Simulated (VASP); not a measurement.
Given:

```xyz
3
Lattice="0.0000 2.7017 2.7017 2.7017 0.0000 2.7017 2.7017 2.7017 0.0000" Properties=species:S:1:pos:R:3 pbc="T T T"
Cd     0.0000     0.0000     0.0000
F      1.3508     1.3508     1.3508
F      4.0525     4.0525     4.0525
```

Computed with r2SCAN meta-GGA, VASP's PBE PAW potentials (set 64) (plane waves; VASP 6.6.1). Numerical set-up: 600 eV cut-off, 6×6×6 Γ-centred mesh, Gaussian smearing of 0.050 eV, potentials Cd F.

Energy and stress use the plane-wave basis of the starting cell.

### Question
The ions, cell shape and volume at an external pressure of 10.0 GPa are relaxed. Which structure does the run end with?

### Answer

```xyz
3
Lattice="0.0000 2.6352 2.6352 2.6352 0.0000 2.6352 2.6352 2.6352 0.0000" Properties=species:S:1:pos:R:3 pbc="T T T"
Cd     0.0000     0.0000     0.0000
F      1.3176     1.3176     1.3176
F      3.9527     3.9527     3.9527
```
Space group Fm-3m (225), at a tolerance of 0.03 Å.

### Question
How do energy and volume change from the first to the last step?

### Answer
The energy (σ→0) changes by +26.7 meV/atom and the volume by -7.2 %, in 3 ionic steps.

| step | E(σ→0) (eV) | max force (eV/Å) | pressure (GPa) | volume (Å³) |
|---|---|---|---|---|
| 1 | -33.7260 | 0.000 | -0.19 | 39.44 |
| 2 | -33.4922 | 0.000 | 18.72 | 34.86 |
| 3 | -33.6459 | 0.000 | 9.96 | 36.60 |

The compound is CdF2 in the fluorite structure. This run relaxes it under an external pressure of 10 GPa. Symmetry was kept, so distortions that lower it aren't found.
